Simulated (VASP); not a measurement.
Here is the system:

```
O2Si
1.0
    4.90022     0.00000     0.00000
   -2.45011     4.24372     0.00000
    0.00000     0.00000     5.41501
Si O
3 6
Direct
  0.53109   0.53109   0.00000
  0.46891   0.00000   0.33333
  0.00000   0.46891   0.66667
  0.26922   0.41339   0.78489
  0.58661   0.85583   0.11822
  0.14417   0.73078   0.45156
  0.41339   0.26922   0.21511
  0.85583   0.58661   0.88178
  0.73078   0.14417   0.54844
```

The numbers are results of LDA (Ceperley-Alder, Perdew-Zunger), VASP's LDA PAW potentials (set 64) (plane waves; VASP), not measurements. Run with 240 eV cut-off, 3×3×3 Γ-centred mesh, Gaussian smearing of 0.010 eV, potentials Si O.

At this cut-off the stress carries a Pulay error, which pulls relaxed volumes low.  Energy and stress use the plane-wave basis of the starting cell.

Question: The ions, cell shape and volume are relaxed. Which structure does the run end with?

Answer: 
```
O2Si
1.0
    4.18488     0.00000     0.00000
   -2.09244     3.62422     0.00000
    0.00000     0.00000     4.84691
Si O
3 6
Cartesian
  1.23200   2.13388   0.00000
  1.72089   0.00000   1.61564
  3.32444   1.49033   3.23128
  0.65834   1.28281   3.61781
  0.65233   3.55295   0.38653
 -1.31067   2.41268   2.00217
  0.78178   1.21154   1.22911
  2.75078   2.34141   4.46038
  2.74477   0.07127   2.84474
```
Space group P3_121 (152), at a tolerance of 0.03 Å.

Question: How do energy and volume change from the first to the last step?

Answer: The energy (σ→0) changes by -1591.7 meV/atom and the volume by -34.7 %, in 33 ionic steps.

| step | E(σ→0) (eV) | max force (eV/Å) | pressure (GPa) | volume (Å³) |
|---|---|---|---|---|
| 1 | -80.1319 | 0.523 | -97.41 | 112.61 |
| 2 | 166.4426 | 69.434 | 2853.10 | 28.56 |
| 3 | -86.2282 | 2.262 | -47.58 | 99.32 |
| 4 | -87.4311 | 3.211 | -19.22 | 93.72 |
| 5 | -87.6446 | 3.895 | 1.14 | 90.31 |
| 6 | -90.7106 | 2.704 | -5.28 | 86.14 |
| 7 | -92.1871 | 3.118 | -17.41 | 80.92 |
| 8 | -92.5768 | 4.683 | 19.02 | 72.45 |
| 9 | -92.7988 | 2.797 | 3.70 | 75.60 |
| 10 | -93.6445 | 1.760 | 10.41 | 73.38 |
| 11 | -93.8297 | 2.566 | 17.98 | 71.25 |
| 12 | -94.1644 | 1.149 | 8.48 | 71.58 |
| 13 | -94.1912 | 0.857 | 5.10 | 71.71 |
| 14 | -94.2716 | 0.613 | 3.79 | 72.14 |
| 15 | -94.3527 | 1.482 | 0.32 | 73.36 |
| 16 | -94.4040 | 0.721 | -1.18 | 73.87 |
| 17 | -94.4091 | 0.394 | -1.75 | 74.08 |
| 18 | -94.4199 | 0.316 | 0.03 | 73.86 |
| 19 | -94.4283 | 0.294 | 3.56 | 73.43 |
| 20 | -94.4357 | 0.242 | 2.85 | 73.51 |
| 21 | -94.4494 | 0.139 | 0.71 | 73.75 |
| 22 | -94.4373 | 0.294 | -3.53 | 74.22 |
| 23 | -94.4514 | 0.128 | -0.42 | 73.87 |
| 24 | -94.4530 | 0.076 | -0.44 | 73.84 |
| 25 | -94.4547 | 0.124 | -0.47 | 73.77 |

The structure comes from a computed database's SiO2 entry; how it stands against other phases isn't given here. This run relaxes it. Symmetry was kept, so distortions that lower it aren't found. The k-mesh is coarse (spacing up to 0.58 per Å, 2π included), so the numbers may not be converged in it. The run is one of a series of settings (EDIFFG = -0.01, ENCUT = 240, GGA removed, IBRION = 2, ISIF = 3, NSW = 50, KPOINTS 3×3×3 Γ-centred mesh, POTCAR Si O (LDA.64 set) against the base run), some of them coarse on purpose.
